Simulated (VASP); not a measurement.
Write the native input for VASP 6.6.1 that does the following.

| Property | Result |
| --- | --- |
| Task | single point |
| Functional | PBE |
| Potentials or basis | VASP PAW PBE potentials, release 64 (W_sv) |
| Cutoff | 700 eV |
| k mesh | 18 × 18 × 18 |
| Occupations | gaussian, width 0.1 eV |
| Spin | no spin polarisation |
| Further INCAR settings | ALGO = Fast; EDIFF = 1e-07; NBANDS = 13 |

The structure of W lies in POSCAR:

```
W                                       
1.0
   -1.5927820201      1.5927820201      1.5927820201
    1.5927820201     -1.5927820201      1.5927820201
    1.5927820201      1.5927820201     -1.5927820201
  W             
     1
Direct
     0.0000000000000000    0.0000000000000000    0.0000000000000000
```

One way to write it, as run:

INCAR

```
PREC = Accurate ; ENCUT = 700
EDIFF = 1E-7 ; ISMEAR = 0
SIGMA = 0.1 ; LREAL = False
LASPH = True ; NELM = 100
ALGO = Fast ; ISIF = 2
LWAVE = False ; LCHARG = False
GGA = PE ; NBANDS = 13
```

KPOINTS

```
regular mesh
0
Gamma
  18 18 18
```

Potentials or basis: VASP PAW PBE potentials, release 64 (W_sv).

Run with:

```sh
$ cat potpaw_PBE.64/W_sv/POTCAR > POTCAR
$ mpirun -np 1 vasp_std > vasp.out
```

It gave:

- Pressure: 0.0 GPa
- Band gap on the k mesh: none (metal or under the smearing width)

It took 29 s on 1 thread of Intel(R) Xeon(R) Platinum 8488C (Sapphire Rapids), on a shared host, peak memory 0.18 GiB.
